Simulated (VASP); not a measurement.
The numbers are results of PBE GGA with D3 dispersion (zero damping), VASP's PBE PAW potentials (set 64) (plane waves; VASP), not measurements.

The input files of a VASP run:

### INCAR
```
GGA  =  PE
LMAXMIX  =  4
SYSTEM  =  CdS
LORBIT  =  11   ! lm-projected
ENCUT  =  520   ! plane-wave cut-off (eV)
LREAL  =  .FALSE.
ALGO  =  Normal
LASPH  =  .TRUE.
NELM  =  100   ! most electronic steps
LCHARG  =  .TRUE.
IVDW  =  11   ! D3, zero damping
EDIFF  =  1E-7   ! SCF stop (eV)
NEDOS  =  601   ! DOS grid
PREC  =  Accurate
ISMEAR  =  -5
LWAVE  =  .FALSE.
ISIF  =  2   ! forces and stress, cell fixed
LEFG  =  .TRUE.
```

### KPOINTS
```
kpoints
0
gamma
 7 7 4
0 0 0
```

POSCAR:
```
CdS
1
    2.0777361352    -3.5987443773     0.0000000000
    2.0777361352     3.5987443773     0.0000000000
   -0.0000000000     0.0000000000     6.7543050463
Cd S
2 2
Direct
  0.6666670000   0.3333330000   0.5000342041
  0.3333330000   0.6666670000   0.0000342041
  0.6666670000   0.3333330000   0.8769657959
  0.3333330000   0.6666670000   0.3769657959
```

POTCAR, in this order: Cd S (PBE.64 set). Program: vasp_std.

What VASP printed:

OUTCAR:
```
 ion  position               nearest neighbor table
   1  0.667  0.333  0.500-   4 2.54   4 2.54   4 2.54   3 2.55
   2  0.333  0.667  0.000-   3 2.54   3 2.54   3 2.54   4 2.55
   3  0.667  0.333  0.877-   2 2.54   2 2.54   2 2.54   1 2.55
   4  0.333  0.667  0.377-   1 2.54   1 2.54   1 2.54   2 2.55
  LATTYP: Found a hexagonal cell.
 ALAT       =     4.1554721201
 C/A-ratio  =     1.6254001594
 Subroutine PRICEL returns:
 Original cell was already a primitive cell.
 Subroutine GETGRP returns: Found 12 space group operations
The static configuration has the point symmetry C_3v.
 The point group associated with its full space group is C_6v.
The dynamic configuration has the point symmetry C_3v.
 Subroutine INISYM returns: Found 12 space group operations
 Subroutine IBZKPT returns following result:
 Found     24 irreducible k-points:

 Following reciprocal coordinates:
            Coordinates               Weight
  0.000000  0.000000  0.000000      1.000000
  0.142857  0.000000  0.000000      6.000000
  0.285714 -0.000000  0.000000      6.000000
  0.428571 -0.000000  0.000000      6.000000
  0.142857  0.142857  0.000000      6.000000
...
```

OSZICAR:
```
       N       E                     dE             d eps       ncg     rms          rms(c)
DAV:   1     0.250443692143E+03    0.25044E+03   -0.17824E+04  1056   0.150E+03
DAV:   2     0.830504282130E+00   -0.24961E+03   -0.24451E+03  1188   0.357E+02
DAV:   3    -0.132079223789E+02   -0.14038E+02   -0.13994E+02  1278   0.852E+01
DAV:   4    -0.133626612837E+02   -0.15474E+00   -0.15467E+00  1230   0.906E+00
DAV:   5    -0.133654589022E+02   -0.27976E-02   -0.27975E-02  1296   0.117E+00    0.115E+01
DAV:   6    -0.122971372486E+02    0.10683E+01   -0.25754E+00  1382   0.167E+01    0.897E+00
DAV:   7    -0.122812671652E+02    0.15870E-01   -0.86127E-01  1218   0.542E+00    0.398E+00
DAV:   8    -0.122771772733E+02    0.40899E-02   -0.12728E-01  1224   0.382E+00    0.566E-01
DAV:   9    -0.122753061380E+02    0.18711E-02   -0.23568E-02  1280   0.202E+00    0.177E-01
DAV:  10    -0.122754204737E+02   -0.11434E-03   -0.17975E-03  1230   0.479E-01    0.113E-01
DAV:  11    -0.122755134437E+02   -0.92970E-04   -0.23031E-04  1262   0.114E-01    0.111E-01
DAV:  12    -0.122755703166E+02   -0.56873E-04   -0.21753E-04  1188   0.875E-02    0.298E-02
DAV:  13    -0.122755747874E+02   -0.44708E-05   -0.26947E-05  1218   0.351E-02    0.114E-02
DAV:  14    -0.122755751618E+02   -0.37441E-06   -0.25517E-06  1230   0.106E-02    0.886E-03
DAV:  15    -0.122755746380E+02    0.52373E-06   -0.16140E-06  1222   0.809E-03    0.133E-03
DAV:  16    -0.122755746159E+02    0.22131E-07   -0.16886E-07   880   0.277E-03
   1 F= -.13286954E+02 E0= -.13286954E+02  d E =0.000000E+00
```

**OUTCAR**
```
------------------------ aborting loop because EDIFF is reached ----------------------------------------
 Edisp (eV)   -1.01138
  FORCE on cell =-STRESS in cart. coord.  units (eV):
  Direction    XX          YY          ZZ          XY          YZ          ZX
  --------------------------------------------------------------------------------------
  Total      -0.00898    -0.00898     0.02029     0.00000     0.00000     0.00000
  in kB      -0.14238    -0.14238     0.32185     0.00000     0.00000     0.00000
  external pressure =        0.01 kB  Pullay stress =        0.00 kB
  volume of cell :      101.01
      direct lattice vectors                 reciprocal lattice vectors
     2.077736135 -3.598744377  0.000000000     0.240646534 -0.138937348  0.000000000
     2.077736135  3.598744377  0.000000000     0.240646534  0.138937348  0.000000000
     0.000000000  0.000000000  6.754305046     0.000000000  0.000000000  0.148053722
  FREE ENERGIE OF THE ION-ELECTRON SYSTEM (eV)
  ---------------------------------------------------
  free  energy   TOTEN  =       -13.2869537954 eV

  energy  without entropy=      -13.2869537954  energy(sigma->0) =      -13.28695380

 total charge

# of ion       s       p       d       tot
------------------------------------------
    1        0.421   0.316   9.565  10.302
    2        0.421   0.316   9.565  10.302
    3        1.323   2.398   0.000   3.721
    4        1.323   2.398   0.000   3.721
--------------------------------------------------
tot          3.490   5.427  19.130  28.047

 Electric field gradients after diagonalization (V/A^2)
 (convention: |V_zz| > |V_xx| > |V_yy|)
----------------------------------------------------------------------
 ion       V_xx      V_yy      V_zz     asymmetry (V_yy - V_xx)/ V_zz
----------------------------------------------------------------------
   1      -1.911    -1.911     3.822       0.000
   2      -1.911    -1.911     3.822       0.000
   3       0.189     0.188    -0.377       0.002
   4       0.189     0.188    -0.377       0.003
```
(Selected blocks of OUTCAR.)

OUTCAR:
```
 val. band max:        1.1607909585   @ k =   0.0000   0.0000   0.0000

 cond. band min:       2.3495654251   @ k =   0.0000   0.0000   0.0000


 Fermi energy:         1.1779007193

 k-point     1 :       0.0000    0.0000    0.0000
  band No.  band energies     occupation
      1     -11.1036      2.00000
      2     -10.6877      2.00000
      3      -6.4818      2.00000
      4      -6.4774      2.00000
      5      -6.4774      2.00000
      6      -6.3968      2.00000
      7      -6.3968      2.00000
      8      -6.0785      2.00000
      9      -6.0785      2.00000
     10      -5.9905      2.00000
     11      -5.9905      2.00000
     12      -5.6580      2.00000
     13      -3.1130      2.00000
     14       0.4247      2.00000
     15       0.4248      2.00000
     16       1.1219      2.00000
     17       1.1608      2.00000
     18       1.1608      2.00000
     19       2.3496      0.00000
     20       3.9327      0.00000
     21       7.6395      0.00000
     22       7.6395      0.00000

 k-point     2 :       0.1429    0.0000    0.0000
  band No.  band energies     occupation
      1     -11.0350      2.00000
      2     -10.6578      2.00000
      3      -6.4605      2.00000
      4      -6.4496      2.00000
      5      -6.4234      2.00000
      6      -6.3631      2.00000
      7      -6.3575      2.00000
      8      -6.0933      2.00000
      9      -6.0779      2.00000
     10      -6.0179      2.00000
     11      -5.9846      2.00000
     12      -5.6123      2.00000
     13      -2.9785      2.00000
     14      -0.3246      2.00000
     15       0.1842      2.00000
     16       0.1879      2.00000
     17       0.9788      2.00000
     18       1.0220      2.00000
     19       3.2886      0.00000
     20       4.6277      0.00000
     21       7.0550      0.00000
     22       7.9272      0.00000

 k-point     3 :       0.2857   -0.0000    0.0000
  band No.  band energies     occupation
      1     -10.8721      2.00000
...
```

The compound is CdS in the wurtzite structure. It was relaxed first.
